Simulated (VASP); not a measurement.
Input:

```
Ti
1.0
    1.46742    -2.54165     0.00000
    1.46742     2.54165     0.00000
    0.00000     0.00000     4.65225
Ti
2
Direct
  0.33333   0.66667   0.25000
  0.66667   0.33333   0.75000
```

Method: PBE GGA, VASP's PBE PAW potentials (set 64) (plane waves; VASP). Run with 520 eV cut-off, Gaussian smearing of 0.050 eV, potentials Ti_sv.

Question: Give the energies of bands 9 to 15 at the high-symmetry points, in eV from the Fermi level.

Answer: 
```tsv
band	Γ	M	K	A	L	H
9	-6.24	-2.37	-1.71	-4.38	-2.57	-1.26
10	-2.72	-2.18	-1.41	-4.38	-2.57	-1.26
11	0.74	-1.87	-1.41	0.06	-0.84	-1.10
12	0.75	-0.65	-1.31	0.06	-0.84	-1.10
13	0.75	0.46	0.20	0.66	1.31	-0.24
14	0.86	0.60	0.20	0.66	1.31	-0.24
15	1.25	1.15	1.48	0.66	1.71	1.65
```

It has no gap at this level: it comes out as a metal or semimetal.

The compound is Ti in the hcp structure. It was relaxed first.
